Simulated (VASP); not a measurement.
Sn2C:

```
CELL_PARAMETERS angstrom
0.00000 4.44081 4.44081
4.44081 0.00000 4.44081
4.44081 4.44081 0.00000
ATOMIC_POSITIONS crystal
Sn 0.12500 0.12500 0.12500
Sn 0.62500 0.12500 0.12500
Sn 0.12500 0.12500 0.62500
Sn 0.12500 0.62500 0.12500
C 0.50000 0.50000 0.50000
C 0.75000 0.75000 0.75000
```

The cell was built by a generator and needn't be a form met in nature.

* Program: VASP 6.6.1
* Task: relaxation of cell and atoms
* Functional: PBE
* Potentials or basis: VASP PAW PBE potentials, release 64 (Sn_d, C)
* Cutoff: 520 eV
* k mesh: 4 × 4 × 4
* Occupations: gaussian, width 0.15 eV
* Spin: no spin polarisation

At the start: pressure -5.2 GPa; volume 29.19 Å³/atom.

Q: How do energy, volume and symmetry change on relaxing?

A: Over 3 steps the energy falls by 82.4 meV/atom and the volume is 24.71 Å³/atom (-15.4 %); space group Fd-3m (No. 227, to 0.05 Å).

The path:
```
step  energy change (eV)  largest force (eV/Å)  pressure (GPa)  volume (Å³)
   1              0.0000                0.0000           -5.18       175.15
   2             -0.4827                0.0000           -1.13       152.28
   3             -0.4945                0.0000           -0.16       148.26
```

Final structure:
```
Sn C
1.0
     0.00000    4.20083    4.20083
     4.20083    0.00000    4.20083
     4.20083    4.20083    0.00000
Sn C
4 2
Direct
  0.12500 0.12500 0.12500
  0.62500 0.12500 0.12500
  0.12500 0.12500 0.62500
  0.12500 0.62500 0.12500
  0.50000 0.50000 0.50000
  0.75000 0.75000 0.75000
```

Caveat: the volume moved by over 15 % at a fixed basis, so the end points are rough.
